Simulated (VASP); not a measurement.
Output of a VASP run:

OSZICAR:
```
       N       E                     dE             d eps       ncg     rms          rms(c)
DAV:   1    -0.261651737282E+01   -0.26165E+01   -0.89581E+02  1660   0.320E+02
DAV:   2    -0.420279265260E+01   -0.15863E+01   -0.15336E+01  1865   0.298E+01
DAV:   3    -0.421653826950E+01   -0.13746E-01   -0.13034E-01  1970   0.273E+00
DAV:   4    -0.421656440343E+01   -0.26134E-04   -0.26134E-04  1980   0.122E-01
DAV:   5    -0.421656447134E+01   -0.67911E-07   -0.68251E-07  1900   0.523E-03    0.155E+00
DAV:   6    -0.419766460157E+01    0.18900E-01   -0.20341E-03  1720   0.288E-01    0.865E-01
DAV:   7    -0.418537272092E+01    0.12292E-01   -0.51678E-03  1635   0.451E-01    0.180E-01
DAV:   8    -0.418534766793E+01    0.25053E-04   -0.30423E-05  2010   0.551E-02    0.137E-02
DAV:   9    -0.418534743584E+01    0.23209E-06   -0.16655E-07  1520   0.296E-03
   1 F= -.32482997E+01 E0= -.32483716E+01  d E =-.324830E+01
       N       E                     dE             d eps       ncg     rms          rms(c)
DAV:   1    -0.413165652012E+01    0.53691E-01   -0.21884E-01  1810   0.314E+00    0.405E-01
DAV:   2    -0.413049212667E+01    0.11644E-02   -0.11890E-03  1545   0.308E-01    0.152E-01
DAV:   3    -0.412974647628E+01    0.74565E-03   -0.21983E-04  1795   0.917E-02    0.448E-02
DAV:   4    -0.412970371137E+01    0.42765E-04   -0.17991E-05  1795   0.263E-02    0.302E-02
DAV:   5    -0.412970364281E+01    0.68556E-07   -0.11493E-07  1085   0.338E-03
   2 F= -.32547213E+01 E0= -.32548414E+01  d E =-.642160E-02
       N       E                     dE             d eps       ncg     rms          rms(c)
DAV:   1    -0.415645547220E+01   -0.26752E-01   -0.28449E-02  1795   0.112E+00    0.146E-01
DAV:   2    -0.415630300372E+01    0.15247E-03   -0.15768E-04  1560   0.112E-01    0.557E-02
DAV:   3    -0.415620499599E+01    0.98008E-04   -0.28452E-05  1775   0.326E-02    0.156E-02
DAV:   4    -0.415619972650E+01    0.52695E-05   -0.21707E-06  1755   0.909E-03    0.108E-02
DAV:   5    -0.415619971721E+01    0.92896E-08   -0.15216E-08   830   0.120E-03
   3 F= -.32585284E+01 E0= -.32586129E+01  d E =-.102286E-01
```

**OUTCAR**
```
------------------------ aborting loop because EDIFF is reached ----------------------------------------
  FORCE on cell =-STRESS in cart. coord.  units (eV):
  Direction    XX          YY          ZZ          XY          YZ          ZX
  --------------------------------------------------------------------------------------
  Total        0.8967168      0.8967168      0.8967168      0.0000000     -0.0000000      0.0000000
  in kB       99.8936614     99.8936614     99.8936614      0.0000000     -0.0000000      0.0000000
  external PRESSURE =      -0.1063386 kB  Pullay stress =     100.0000000 kB
  volume of cell :       14.38
      direct lattice vectors                 reciprocal lattice vectors
     0.000000000  1.930186697  1.930186697    -0.259042299  0.259042299  0.259042299
     1.930186697 -0.000000000  1.930186697     0.259042299 -0.259042299  0.259042299
     1.930186697  1.930186697 -0.000000000     0.259042299  0.259042299 -0.259042299
 POSITION                                       TOTAL-FORCE (eV/Angst)
 -----------------------------------------------------------------------------------
      0.00000      0.00000      0.00000         0.000000      0.000000      0.000000
 -----------------------------------------------------------------------------------
    total drift:                                0.000000     -0.000000     -0.000000
  FREE ENERGIE OF THE ION-ELECTRON SYSTEM (eV)
  ---------------------------------------------------
  free  energy   TOTEN  =        -4.1561997172 eV

  energy  without entropy=       -4.1564534417  energy(sigma->0) =       -4.15628429
  enthalpy is  TOTEN    =        -3.2585283607 eV   P V=        0.8976713565

 reached required accuracy - stopping structural energy minimisation
```
(Selected blocks of OUTCAR.)

### POSCAR
```
Al
1
    0.0000000000     1.9580063564     1.9580063564
    1.9580063564     0.0000000000     1.9580063564
    1.9580063564     1.9580063564     0.0000000000
Al
1
Direct
  0.0000000000   0.0000000000   0.0000000000
```

Question: Write an INCAR and KPOINTS that could have produced this output.

Answer: Several could match; the one computed here: the input of the run itself, LDA (Ceperley-Alder, Perdew-Zunger), plane waves, VASP's LDA PAW potentials (set 64).

INCAR:
```
SYSTEM  =  Al
PREC  =  Accurate; ENCUT  =  500; LREAL  =  F
LASPH  =  T
EDIFF  =  1E-6; NELM  =  100; ALGO  =  Normal
ISMEAR  =  1; SIGMA  =  0.1
IBRION  =  2; NSW  =  40; ISIF  =  3
EDIFFG  =  -0.02; PSTRESS  =  100
LWAVE  =  F; LCHARG  =  F
```

KPOINTS:
```
Automatic mesh
0
Gamma
16 16 16
0 0 0
```

POTCAR, in this order: Al (LDA.64 set). Program: vasp_std.

Energy and stress use the plane-wave basis of the starting cell.

The compound is Al in the fcc structure. This run relaxes it under an external pressure of 10 GPa. Symmetry was kept, so distortions that lower it aren't found.
